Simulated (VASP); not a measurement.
The system is Ti.

```
Ti
1.0
     2.95000    0.00000    0.00000
    -1.47500    2.55477    0.00000
     0.00000    0.00000    4.68000
Ti
2
Cartesian
  0.0000 1.7032 1.1700
  1.4750 0.8516 3.5100
```

```yaml
Program: VASP 6.6.1
Task: relaxation of cell and atoms
Functional: PBEsol
Potentials_or_basis: VASP PAW PBE potentials, release 64 (Ti_sv)
Cutoff: 600 eV
k_mesh: 21 × 21 × 12
Occupations: fermi-dirac, width 0.05 eV
Spin: no spin polarisation
```

At the start: pressure -6.0 GPa; volume 17.64 Å³/atom.

Task: How do energy, volume and symmetry change on relaxing?

Result: Over 7 steps the energy falls by 18.5 meV/atom and the volume is 16.68 Å³/atom (-5.4 %); space group P6_3/mmc (No. 194, to 0.05 Å).

The path:
| step | energy change (eV) | largest force (eV/Å) | pressure (GPa) | volume (Å³) |
| --- | --- | --- | --- | --- |
| 1 | 0.0000 | 0.0000 | -5.95 | 35.27 |
| 2 | -0.0162 | 0.0000 | 5.16 | 32.03 |
| 3 | -0.0370 | 0.0000 | -0.03 | 33.37 |
| 4 | -0.0370 | 0.0000 | 0.10 | 33.33 |
| 5 | -0.0370 | 0.0000 | -0.06 | 33.38 |
| 6 | -0.0370 | 0.0000 | -0.03 | 33.37 |
| 7 | -0.0371 | 0.0000 | -0.01 | 33.37 |

Final structure:
```
CELL_PARAMETERS angstrom
2.89839 0.00000 0.00000
-1.44920 2.51008 0.00000
0.00000 0.00000 4.58642
ATOMIC_POSITIONS crystal
Ti 0.33333 0.66667 0.25000
Ti 0.66667 0.33333 0.75000
```

Caveat: the PAW data sets were made with another functional, which shifts forces and pressure a little.
